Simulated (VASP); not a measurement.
Data:

```yaml
crystal:
  lattice:
    - [4.15490, 0.00000, 0.00000]
    - [0.00000, 4.15490, 0.00000]
    - [0.00000, 0.00000, 4.15490]
  atoms:
    - { symbol: Ba, position: [0.00000, 0.00000, 0.00000] }
    - { symbol: Hf, position: [0.50000, 0.50000, 0.50000] }
    - { symbol: O, position: [0.50000, 0.00000, 0.50000] }
    - { symbol: O, position: [0.00000, 0.50000, 0.50000] }
    - { symbol: O, position: [0.50000, 0.50000, 0.00000] }
```

These are PBEsol GGA, VASP's PBE PAW potentials (set 64) (plane waves; VASP) values and carry that method's errors. Settings: 520 eV cut-off, 6×6×6 Γ-centred mesh, Gaussian smearing of 0.010 eV, potentials Ba_sv Hf_pv O.

Problem. Give the electronic dielectric tensor ε∞ (DFPT, local fields included).

Solution. 
```
4.74  0.00  0.00
0.00  4.74  0.00
0.00  0.00  4.74
```

Problem. Give the Born effective charges.

Solution. 
```csv
atom,Z*xx,Z*yy,Z*zz,mean
Ba1,2.75,2.75,2.75,2.75
Hf2,5.83,5.83,5.83,5.83
O3,-2.01,-4.55,-2.01,-2.86
O4,-4.55,-2.01,-2.01,-2.86
O5,-2.01,-2.01,-4.55,-2.86
```

The compound is BaHfO3 in the cubic perovskite structure. It was relaxed first.
